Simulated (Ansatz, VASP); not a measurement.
# Two plane-wave programs on Be12Br

```
CELL_PARAMETERS angstrom
4.58000 0.00000 0.00000
2.29000 3.96640 0.00000
0.00000 0.00000 15.58843
ATOMIC_POSITIONS crystal
Be 0.00000 0.00000 0.06415
Be 0.50000 0.00000 0.06415
Be 0.00000 0.50000 0.06415
Be 0.50000 0.50000 0.06415
Be 0.83980 0.33009 0.18421
Be 0.33012 0.33009 0.18421
Be 0.83334 0.83332 0.17754
Be 0.33012 0.83977 0.18421
Be 0.99614 0.99608 0.30538
Be 0.50777 0.99608 0.30538
Be 0.99615 0.50770 0.30538
Be 0.50002 0.49997 0.28882
Br 0.16668 0.16665 0.42788
```

Alike in both runs: functional PBE; k mesh 5 × 5 × 1; occupations gaussian, width 0.15 eV; no spin polarisation.

Ansatz relaxed the structure, and its values are those at the end. VASP's run is a single point on that final structure, the one shown.

|  | VASP | Ansatz |
| --- | --- | --- |
| version | VASP 6.6.1 | Ansatz 0.2.0 |
| potentials or method | VASP PAW PBE potentials, release 64 (Be, Br) | scalar-relativistic, plane waves, PAW |
| plane-wave cutoff (eV) | 520 | 420 |
| valence electrons in the cell | 31 | 31 |

```csv
,VASP,Ansatz,Ansatz less VASP
rms of the force components (eV/Å),0.074,0.073,-0.0006
```

Ansatz warned: «xc_potential_rough_in_thin_density».

Caveats: an odd number of electrons without spin polarisation forces a metal; a magnetic or distorted state may lie lower.
